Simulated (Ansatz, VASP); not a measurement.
# Se (Selenium) in two plane-wave programs, part 2 of 2

Wanted: the spread between two codes on one cell, functional and k mesh. The cell is taken from a series of runs on this material, whose earlier steps may have relaxed, scaled, displaced or heated it; both programs get it as it stands.

VASP 6.6.1 and Ansatz 0.2.0.

So far: Starting point; Ansatz: zone-centre phonons, LDA; VASP: zone-centre phonons, LDA.

**3. VASP: zone-centre phonons, LDA (continued)**

Level of this step: LDA; plane waves and PAW (Se) (VASP).

Numbers of over 12 decimals in the logs are rounded to 6 here.

OUTCAR, selected parts (step 3):

```text
ion  position               nearest neighbor table
   1  0.255  0.000  0.333-   3 2.44   2 2.44
   2  0.000  0.255  0.667-   3 2.44   1 2.44
   3  0.745  0.745  0.000-   1 2.44   2 2.44

  LATTYP: Found a hexagonal cell.
 ALAT       =     3.9469011207
 C/A-ratio  =     1.2968099161

 Subroutine GETGRP returns: Found  6 space group operations
 (whereof  2 operations were pure point group operations)

The static configuration has the point symmetry C_2 .
 The point group associated with its full space group is D_3 .

 Found     62 irreducible k-points:

   k-points           NKPTS =     62   k-points in BZ     NKDIM =     62   number of bands    NBANDS=     15

   dimension x,y,z NGX =    30 NGY =   30 NGZ =   40
   dimension x,y,z NGXF=    60 NGYF=   60 NGZF=   80

   ENCUT  =  500.0 eV  36.75 Ry    6.06 a.u.   7.20  7.20  9.33*2*pi/ulx,y,z

   NELECT =      18.0000    total number of electrons

 k-points in reciprocal lattice and weights: Automatic mesh
   0.00000000  0.00000000  0.00000000       0.002
   0.11111111 -0.00000000  0.00000000       0.012
   0.22222222  0.00000000  0.00000000       0.012
   0.33333333  0.00000000  0.00000000       0.012
   0.44444444  0.00000000  0.00000000       0.012
   0.11111111  0.11111111  0.00000000       0.012
   0.22222222  0.11111111  0.00000000       0.025
   0.33333333  0.11111111  0.00000000       0.025
   0.44444444  0.11111111  0.00000000       0.012
[...]
0.33333333  0.22222222  0.50000000       0.025
   0.33333333  0.33333333  0.50000000       0.004

 average (electrostatic) potential at core
       1 -60.7564       2 -60.7564       3 -60.7564

  Total        0.0863561      0.0863561      0.1523860      0.0000000      0.0000000      0.0000000
  in kB        2.0036772      2.0036772      3.5357367      0.0000000      0.0000000      0.0000000
  external PRESSURE =       2.5143637 kB  Pullay stress =       0.0000000 kB

  energy-cutoff  :      500.00
  volume of cell :       69.05
      direct lattice vectors                 reciprocal lattice vectors
     3.946901121  0.000000000  0.000000000     0.253363327  0.146279385  0.000000000
    -1.973450560  3.418116637  0.000000000     0.000000000  0.292558770  0.000000000
     0.000000000  0.000000000  5.118380511     0.000000000  0.000000000  0.195374298

 POSITION                                       TOTAL-FORCE (eV/Angst)
 -----------------------------------------------------------------------------------
      1.00806      0.00000      1.70613         0.036900     -0.000000      0.000000
     -0.50403      0.87301      3.41225        -0.018450      0.031957     -0.000000
      1.46942      2.54511      0.00000        -0.018450     -0.031957      0.000000
 -----------------------------------------------------------------------------------
    total drift:                               -0.000000     -0.000000      0.000000

 Eigenvectors and eigenvalues of the dynamical matrix
 ----------------------------------------------------

   1 f  =    6.004492 THz    37.727334 2PiTHz  200.288285 cm-1    24.832571 meV
             X         Y         Z           dx          dy          dz
      1.008063  0.000000  1.706127     0.068841   -0.120224   -0.687720
     -0.504031  0.873008  3.412254    -0.138537    0.000391    0.685187
      1.469419  2.545109  0.000000     0.069607    0.119678    0.002533

   2 f  =    6.004492 THz    37.727334 2PiTHz  200.288285 cm-1    24.832571 meV
             X         Y         Z           dx          dy          dz
      1.008063  0.000000  1.706127    -0.120121   -0.068900   -0.394131
     -0.504031  0.873008  3.412254     0.000495    0.138478   -0.398518
      1.469419  2.545109  0.000000     0.119782   -0.069667    0.792648

   3 f  =    5.356074 THz    33.653209 2PiTHz  178.659414 cm-1    22.150934 meV
             X         Y         Z           dx          dy          dz
      1.008063  0.000000  1.706127    -0.577350   -0.000000    0.000000
     -0.504031  0.873008  3.412254     0.288675   -0.500000   -0.000000
      1.469419  2.545109  0.000000     0.288675    0.500000    0.000000

   4 f  =    4.135092 THz    25.981548 2PiTHz  137.931814 cm-1    17.101358 meV
             X         Y         Z           dx          dy          dz
      1.008063  0.000000  1.706127     0.423849    0.366688   -0.128094
     -0.504031  0.873008  3.412254     0.105213   -0.550327   -0.064292
      1.469419  2.545109  0.000000    -0.529627    0.184128    0.192386

   5 f  =    4.135092 THz    25.981548 2PiTHz  137.931814 cm-1    17.101358 meV
             X         Y         Z           dx          dy          dz
      1.008063  0.000000  1.706127     0.366362   -0.424226    0.148193
     -0.504031  0.873008  3.412254    -0.550653   -0.105589   -0.185029
      1.469419  2.545109  0.000000     0.183802    0.529250    0.036836

   6 f  =    4.047325 THz    25.430091 2PiTHz  135.004220 cm-1    16.738382 meV
             X         Y         Z           dx          dy          dz
      1.008063  0.000000  1.706127     0.000000   -0.577350    0.000026
     -0.504031  0.873008  3.412254     0.500000    0.288675    0.000026
      1.469419  2.545109  0.000000    -0.500000    0.288675    0.000026

   7 f/i=    0.000184 THz     0.001157 2PiTHz    0.006145 cm-1     0.000762 meV
             X         Y         Z           dx          dy          dz
      1.008063  0.000000  1.706127     0.000000   -0.000026   -0.577350
     -0.504031  0.873008  3.412254     0.000023    0.000013   -0.577350
      1.469419  2.545109  0.000000    -0.000023    0.000013   -0.577350

   8 f/i=    0.001889 THz     0.011871 2PiTHz    0.063021 cm-1     0.007814 meV
             X         Y         Z           dx          dy          dz
      1.008063  0.000000  1.706127    -0.133658   -0.561431   -0.000002
     -0.504031  0.873008  3.412254    -0.133354   -0.561753    0.000002
      1.469419  2.545109  0.000000    -0.133785   -0.561856    0.000001

   9 f/i=    0.001889 THz     0.011871 2PiTHz    0.063021 cm-1     0.007814 meV
             X         Y         Z           dx          dy          dz
      1.008063  0.000000  1.706127    -0.561929    0.133540    0.000001
     -0.504031  0.873008  3.412254    -0.561607    0.133845    0.000002
      1.469419  2.545109  0.000000    -0.561504    0.133413   -0.000002

 ELASTIC MODULI CONTR FROM IONIC RELAXATION (kBar)
 Direction    XX          YY          ZZ          XY          YZ          ZX
 --------------------------------------------------------------------------------
 XX        -402.7049   -168.9303   -336.6245     -0.0000   -167.3564     -0.0000
 YY        -168.9303   -402.7049   -336.6245     -0.0000    167.3564      0.0000
 ZZ        -336.6245   -336.6245   -396.4628     -0.0000      0.0000      0.0000
 XY          -0.0000     -0.0000     -0.0000   -117.1589      0.0000   -163.3560
 YZ        -167.3564    167.3564      0.0000      0.0000   -282.8771     -0.0000
 ZX          -0.0000      0.0000      0.0000   -163.3560     -0.0000   -276.1403
 --------------------------------------------------------------------------------
```

**4. Side by side**

Known differences besides the potentials themselves: the two LDA forms differ slightly; fixed occupations in Ansatz, narrow Gaussian smearing in VASP; the data sets hold 48 valence electrons in Ansatz (on its PAW soft_1 files) and 18 in VASP; the cutoff is 420 eV in Ansatz and 500 eV in VASP; VASP's log shows a relativistic correction to its local exchange, Ansatz's none. Total energies have different zeros and are not compared.

Both answers:

```tsv
quantity	Ansatz	VASP	difference
optical mode 1 (cm⁻¹)	135.0	135.0	-0.01 %
optical mode 2 to 3 (cm⁻¹)	137.5	137.9	-0.33 %
optical mode 4 (cm⁻¹)	176.5	178.7	-1.23 %
optical mode 5 to 6 (cm⁻¹)	198.0	200.3	-1.12 %
```

Modes are paired by rising frequency, not by their patterns, so a pair may set unlike modes beside each other; they are those without the splitting of longitudinal modes.

**5. Outcome**

| Quantity | Value |
| --- | --- |
| r.m.s. difference of the optical zone-centre modes, each program's sorted by frequency (zone-centre phonons, LDA) | 1.6 cm⁻¹ |
| difference in optical mode 4 (zone-centre phonons, LDA) | -1.2 % |

The r.m.s. difference of the optical zone-centre modes, each program's sorted by frequency is 1.6 cm⁻¹ (zone-centre phonons, LDA). The data sets hold unlike numbers of valence electrons (48 in Ansatz and 18 in VASP), so part of the differences comes from the potentials. Among the rows given in per cent, the largest difference of the zone-centre phonons, LDA pair is in optical mode 4, -1.2 %. How closely two codes agree says nothing of how well the functional describes the real material.

[Lines on the potential files, build, host, timing and source positions are cut from VASP's logs without a mark.]

[Logs are printed without paths, hosts, clocks, repeated set-up lines and the standing remarks that a program may print on its own settings, such as how far it seeks lower states.]

[Hosts, paths, dates, database ids (printed as entryN), source tags and the programs' standing remarks are cut or masked in the printed files.]
